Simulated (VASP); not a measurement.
Given:

```yaml
crystal:
  lattice:
    - [0.00000, 2.41043, 2.41043]
    - [2.41043, 0.00000, 2.41043]
    - [2.41043, 2.41043, 0.00000]
  atoms:
    - { symbol: Zr, position: [0.00000, 0.00000, 0.00000] }
    - { symbol: C, position: [0.50000, 0.50000, 0.50000] }
```

All values below come from revPBE GGA, VASP's PBE PAW potentials (set 64) (plane waves; VASP). Numerical set-up: 520 eV cut-off, 13×13×13 Γ-centred mesh, first-order Methfessel-Paxton smearing of 0.10 eV, potentials Zr_sv C.

### Question
Give the stress tensor in GPa (positive for a compressed cell).

### Answer

```
-11.20    0.00    0.00
  0.00  -11.20    0.00
  0.00    0.00  -11.20
```
The pressure is its mean diagonal, -11.20 GPa.

The compound is ZrC in the rock salt structure. This cell is one point of a volume scan, at 1.06 of the reference volume.
